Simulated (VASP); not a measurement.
# MgC18 in VASP: further runs, part 2 of 2

VASP 6.6.1. Earlier steps stand in the parts before.

## 3. Single point, PBE+D3(BJ)

INCAR reads:

```
SYSTEM = MgC18
  PREC = Accurate
  ENCUT = 520
  EDIFF = 1E-6
  ISMEAR = -1
  SIGMA = 0.05
  LREAL = Auto
  LASPH = .True.
  NELM = 100
  ALGO = Normal
  ISIF = 2
  LWAVE = .False.
  LCHARG = .True.
  GGA = PE
  IVDW = 12
  LELF = .True.
  LVHAR = .True.
  NBANDS = 52
```

KPOINTS reads:

```
regular mesh
0
Gamma
  2 2 1
  0 0 0
```

POSCAR reads:

```
MgC18
1.0
    7.3980000000      0.0000000000      0.0000000000
   -3.6990000000      6.4068560000      0.0000000000
    0.0000000000      0.0000000000     11.0000000000
C Mg
18 1
Direct
    0.0012849254      0.0003770960      0.0841467273
    0.2242811830      0.1119165157      0.0837477273
    0.0017177578      0.3345739314      0.0847626364
    0.2239922962      0.4457445274      0.0845829091
    0.0021825884      0.6675171098      0.0846885455
    0.2235153780      0.7781326754      0.0840964545
    0.3350536127      0.0011423700      0.0837384545
    0.5574339237      0.1123714970      0.0840745455
    0.3355127295      0.3342817444      0.0841569091
    0.5568923886      0.4449431983      0.0846921818
    0.3347290974      0.6670521391      0.0845904545
    0.5577164567      0.7785697072      0.0847654545
    0.6688942208      0.0008514317      0.0845250000
    0.8902011958      0.1115881175      0.0845965455
    0.6680927120      0.3337544967      0.0846307273
    0.8910648813      0.4452470916      0.0849282727
    0.6683927061      0.6679205838      0.0849841818
    0.8906612579      0.7790421698      0.0847247273
    0.3368676364      1.1044424910      0.3832040000
```

Potentials or basis: VASP PAW PBE potentials, release 64 (C, Mg).

On the command line:

```
$ cat potpaw_PBE.64/C/POTCAR potpaw_PBE.64/Mg/POTCAR > POTCAR
$ mpirun -np 1 vasp_std > vasp.out
```

Run time: 2.3 min. Hardware: 1 thread of Intel Xeon Platinum 8488C (Sapphire Rapids), shared host; peak memory 0.54 GiB.

Results (log left out):

| Item | Value |
| --- | --- |
| Free energy | -167.5161 eV |
| Largest force | 0.031 eV/Å |
| Band gap on the k mesh | 0.07 eV, direct |
| Dispersion energy per atom | -0.100 eV |

Forces in eV/Å, atoms in the order of the input:
```
C   -0.012 -0.011 -0.003
C   -0.013  0.024 -0.007
C    0.016  0.008  0.003
C   -0.014  0.011  0.001
C    0.015 -0.014  0.002
C    0.004 -0.005  0.006
C    0.027 -0.011 -0.010
C   -0.013  0.010 -0.001
C    0.016 -0.008 -0.003
C   -0.003 -0.010 -0.003
C   -0.004 -0.006 -0.008
C   -0.002  0.014  0.003
C    0.005 -0.027  0.000
C   -0.002 -0.001 -0.001
C   -0.014 -0.010 -0.001
C    0.004  0.017  0.000
C    0.006  0.005  0.005
C   -0.020  0.005  0.003
Mg   0.004  0.007  0.013
```

Levels at points of the mesh, in eV from the valence-band top:
| k point | band 35 | band 36 | band 37 | band 38 | band 39 | band 40 |
| --- | --- | --- | --- | --- | --- | --- |
| (0.00, 0.00, 0.00) | -0.27 | 0.00 | 0.00 | 0.07 | 0.08 | 3.33 |
| (0.50, 0.00, 0.00) | -2.60 | -2.33 | -0.16 | 1.69 | 2.52 | 2.52 |
| (0.00, 0.50, 0.00) | -2.60 | -2.33 | -0.15 | 1.69 | 2.52 | 2.52 |
| (0.50, 0.50, 0.00) | -2.61 | -2.33 | -0.16 | 1.70 | 2.50 | 2.53 |

Caveat: the k mesh is coarse (spacing up to 0.49 Å⁻¹), so the values aren't converged.

## 4. Single point, PBE+D3(BJ)

INCAR reads:

```
SYSTEM = MgC18
ALGO = Normal
EDIFF = 1E-7
ENCUT = 520
GGA = PE
ISIF = 2
ISMEAR = -1
IVDW = 12
LASPH = .True.
LCHARG = .False.
LREAL = Auto
LWAVE = .False.
NBANDS = 52
NELM = 100
PREC = Accurate
SIGMA = 0.05
```

KPOINTS reads:

```
k-points
0
Gamma
  2 2 1
  0 0 0
```

POSCAR reads:

```
MgC18
1.0
    7.3980000000      0.0000000000      0.0000000000
   -3.6990000000      6.4068560000      0.0000000000
    0.0000000000      0.0000000000     11.0000000000
C Mg
18 1
Direct
    0.0010832828      0.0003271495      0.0842769091
    0.2244081034      0.1120132870      0.0838701818
    0.0018506184      0.3347069140      0.0847519091
    0.2237928447      0.4457151839      0.0846008182
    0.0021549944      0.6673251280      0.0846896364
    0.2234712941      0.7779296117      0.0842322727
    0.3351543132      0.0012623977      0.0838436364
    0.5572257928      0.1123215505      0.0841084545
    0.3354686426      0.3340705644      0.0842078182
    0.5568668165      0.4447501239      0.0845735455
    0.3345151852      0.6670157719      0.0846438182
    0.5578527675      0.7786976951      0.0847493636
    0.6688673497      0.0006460267      0.0845240909
    0.8901688714      0.1113699137      0.0846381818
    0.6679040952      0.3337254653      0.0845062727
    0.8912199380      0.4453855370      0.0848244545
    0.6685345985      0.6680713598      0.0848780000
    0.8904718342      0.7790101729      0.0847171818
    0.3791424019      1.1467919679      0.3830000000
```

On the command line:

```
$ cat potpaw_PBE.64/C/POTCAR potpaw_PBE.64/Mg/POTCAR > POTCAR
$ mpirun -np 1 vasp_std > vasp.out
```

Run time: 2.4 min. Hardware: 1 thread of Intel Xeon Platinum 8488C (Sapphire Rapids), shared host; peak memory 0.54 GiB.

It converged, with:

| Item | Value |
| --- | --- |
| Free energy | -167.5194 eV |
| Largest force | 0.026 eV/Å |
| Band gap on the k mesh | 0.09 eV, direct |
| Dispersion energy per atom | -0.100 eV |

Forces in eV/Å, atoms in the order of the input:
```
C   -0.019 -0.011 -0.005
C    0.001  0.017 -0.005
C    0.007  0.015  0.004
C   -0.015  0.012  0.004
C    0.018 -0.014  0.003
C    0.008 -0.014  0.004
C    0.017  0.000 -0.007
C   -0.013  0.010 -0.003
C    0.016 -0.008 -0.004
C    0.001 -0.019  0.001
C   -0.015 -0.010 -0.008
C    0.010  0.015  0.002
C    0.006 -0.024  0.002
C    0.002 -0.013  0.000
C   -0.024 -0.009 -0.001
C    0.017  0.018 -0.001
C   -0.001  0.015  0.004
C   -0.020  0.009  0.003
Mg   0.004  0.009  0.006
```

Levels at points of the mesh, in eV from the valence-band top:
| k point | band 35 | band 36 | band 37 | band 38 | band 39 | band 40 |
| --- | --- | --- | --- | --- | --- | --- |
| (0.00, 0.00, 0.00) | -0.25 | 0.00 | 0.00 | 0.09 | 0.10 | 3.34 |
| (0.50, 0.00, 0.00) | -2.59 | -2.31 | -0.14 | 1.71 | 2.53 | 2.54 |
| (0.00, 0.50, 0.00) | -2.58 | -2.31 | -0.14 | 1.71 | 2.53 | 2.54 |
| (0.50, 0.50, 0.00) | -2.59 | -2.31 | -0.14 | 1.71 | 2.52 | 2.55 |

Caveat: the k mesh is coarse (spacing up to 0.49 Å⁻¹), so the values aren't converged. As with any semilocal functional, this PBE gap is likely too small.

## 5. Single point, PBE+D3(BJ)

INCAR reads:

```
ALGO = Fast
EDIFF = 1E-7
ENCUT = 520
GGA = PE
ISIF = 2
ISMEAR = -1
IVDW = 12
LASPH = T
LCHARG = F
LREAL = Auto
LWAVE = F
NBANDS = 52
NELM = 100
PREC = Accurate
SIGMA = 0.05
```

KPOINTS reads:

```
k-points
0
Gamma
  2 2 1
```

POSCAR reads:

```
MgC18
1.0
    7.3980000000      0.0000000000      0.0000000000
   -3.6990000000      6.4068560000      0.0000000000
    0.0000000000      0.0000000000     11.0000000000
C Mg
18 1
Direct
    0.0009042882      0.0002954647      0.0844594545
    0.2245425198      0.1121220767      0.0840716364
    0.0019853683      0.3348317802      0.0847300909
    0.2236065676      0.4456867768      0.0846164545
    0.0021352407      0.6671482861      0.0846905455
    0.2234456219      0.7777471509      0.0844143636
    0.3352690480      0.0013891369      0.0840243636
    0.5570305619      0.1122755061      0.0841403636
    0.3354316003      0.3338737440      0.0842544545
    0.5568558045      0.4445796815      0.0843870909
    0.3343189641      0.6669912669      0.0846920000
    0.5579810461      0.7788258391      0.0847217273
    0.6688432701      0.0004540449      0.0845263636
    0.8901484844      0.1111674743      0.0846820000
    0.6677383381      0.3337107936      0.0843210909
    0.8913707473      0.4455241385      0.0846687273
    0.6686779345      0.6682174533      0.0847186364
    0.8902982173      0.7789841070      0.0847129091
    0.4212370112      1.1889774017      0.3828040909
```

On the command line:

```
$ cat potpaw_PBE.64/C/POTCAR potpaw_PBE.64/Mg/POTCAR > POTCAR
$ mpirun -np 1 vasp_std > vasp.out
```

Run time: 2.7 min. Hardware: 1 thread of Intel Xeon Platinum 8488C (Sapphire Rapids), shared host; peak memory 0.54 GiB.

It converged, with:

| Property | Result |
| --- | --- |
| Free energy | -167.5223 eV |
| Largest force | 0.021 eV/Å |
| Band gap on the k mesh | 0.12 eV, direct |
| Dispersion energy per atom | -0.100 eV |

Forces in eV/Å, atoms in the order of the input:
```
C   -0.016 -0.006 -0.006
C    0.006  0.009 -0.003
C    0.003  0.013  0.005
C   -0.007  0.011  0.005
C    0.010 -0.009  0.003
C    0.011 -0.011  0.003
C    0.008  0.001 -0.003
C   -0.006  0.004 -0.003
C    0.008 -0.004 -0.003
C    0.004 -0.013  0.001
C   -0.015 -0.008 -0.006
C    0.010  0.010  0.000
C    0.002 -0.018  0.004
C    0.003 -0.011  0.000
C   -0.020 -0.003 -0.001
C    0.016  0.014 -0.002
C   -0.007  0.010  0.004
C   -0.011  0.006  0.002
Mg   0.002  0.006  0.001
```

Levels at points of the mesh, in eV from the valence-band top:
| k point | band 33 | band 34 | band 35 | band 36 | band 37 | band 38 | band 39 | band 40 | band 41 | band 42 |
| --- | --- | --- | --- | --- | --- | --- | --- | --- | --- | --- |
| (0.00, 0.00, 0.00) | -2.97 | -2.97 | -0.22 | 0.00 | 0.00 | 0.12 | 0.13 | 3.36 | 3.58 | 3.58 |
| (0.50, 0.00, 0.00) | -2.61 | -2.59 | -2.57 | -2.30 | -0.12 | 1.73 | 2.55 | 2.56 | 2.57 | 2.60 |
| (0.00, 0.50, 0.00) | -2.61 | -2.59 | -2.57 | -2.30 | -0.12 | 1.73 | 2.55 | 2.56 | 2.57 | 2.60 |
| (0.50, 0.50, 0.00) | -2.61 | -2.59 | -2.57 | -2.30 | -0.12 | 1.73 | 2.55 | 2.56 | 2.57 | 2.60 |

Caveat: the k mesh is coarse (spacing up to 0.49 Å⁻¹), so the values aren't converged.

## 6. Single point, PBE+D3(BJ)

INCAR reads:

```
ALGO = Normal
EDIFF = 1E-6
ENCUT = 520
GGA = PE
ISIF = 2
ISMEAR = -1
IVDW = 12
LASPH = True
LCHARG = False
LREAL = Auto
LWAVE = False
NBANDS = 52
NELM = 100
PREC = Accurate
SIGMA = 0.05
```

KPOINTS is that of step 5.

POSCAR reads:

```
MgC18
1.0
    7.3980000000      0.0000000000      0.0000000000
   -3.6990000000      6.4068560000      0.0000000000
    0.0000000000      0.0000000000     11.0000000000
C Mg
18 1
Direct
    0.0007381760      0.0002906262      0.0846743636
    0.2246709100      0.1122569323      0.0843287273
    0.0021099554      0.3349592999      0.0847026364
    0.2234251766      0.4456697638      0.0846280000
    0.0021109211      0.6669961054      0.0847011818
    0.2234239292      0.7775988722      0.0846189091
    0.3353876936      0.0015328891      0.0842591818
    0.5568335227      0.1122458504      0.0841395455
    0.3353896953      0.3337001799      0.0842705455
    0.5568318501      0.4444309346      0.0841501818
    0.3341324466      0.6669875209      0.0847268182
    0.5580883147      0.7789652210      0.0846957273
    0.6688069728      0.0002895336      0.0845240909
    0.8901259982      0.1109962515      0.0847168182
    0.6675704743      0.3337070476      0.0840873636
    0.8914968747      0.4456696077      0.0844832727
    0.6688056575      0.6683615177      0.0845325455
    0.8901268682      0.7789747421      0.0847183636
    0.4634121505      1.2308364664      0.3826781818
```

Potentials or basis: VASP PAW PBE potentials, release 64 (C, Mg).

On the command line:

```
$ cat potpaw_PBE.64/C/POTCAR potpaw_PBE.64/Mg/POTCAR > POTCAR
$ mpirun -np 1 vasp_std > vasp.out
```

It took 2.2 min on 1 thread of Intel Xeon Platinum 8488C (Sapphire Rapids), shared host; peak memory 0.54 GiB.

It converged, with:

- Free energy: -167.5229 eV
- Largest force: 0.016 eV/Å
- Band gap on the k mesh: 0.15 eV, direct
- Dispersion energy per atom: -0.100 eV

Forces on the atoms (eV/Å):
```
C    0.002  0.003 -0.009
C   -0.007 -0.003  0.001
C    0.001 -0.008  0.003
C    0.013  0.005  0.004
C   -0.005  0.003  0.002
C    0.008  0.009  0.003
C    0.001 -0.015 -0.003
C    0.011 -0.009 -0.003
C   -0.012  0.010 -0.002
C   -0.002  0.012 -0.002
C    0.007  0.004 -0.003
C   -0.006 -0.004 -0.003
C   -0.012 -0.001  0.005
C    0.001  0.006  0.003
C    0.005  0.003  0.001
C    0.001  0.001 -0.004
C   -0.010 -0.011  0.004
C    0.007 -0.004  0.003
Mg  -0.003 -0.002  0.000
```

Levels at points of the mesh, in eV from the valence-band top:
| k point | band 35 | band 36 | band 37 | band 38 | band 39 | band 40 |
| --- | --- | --- | --- | --- | --- | --- |
| (0.00, 0.00, 0.00) | -0.21 | 0.00 | 0.00 | 0.15 | 0.15 | 3.37 |
| (0.50, 0.00, 0.00) | -2.55 | -2.28 | -0.11 | 1.74 | 2.56 | 2.57 |
| (0.00, 0.50, 0.00) | -2.55 | -2.28 | -0.11 | 1.74 | 2.56 | 2.57 |
| (0.50, 0.50, 0.00) | -2.55 | -2.28 | -0.11 | 1.74 | 2.56 | 2.57 |

Caveat: the k mesh is coarse (spacing up to 0.49 Å⁻¹), so the values aren't converged.
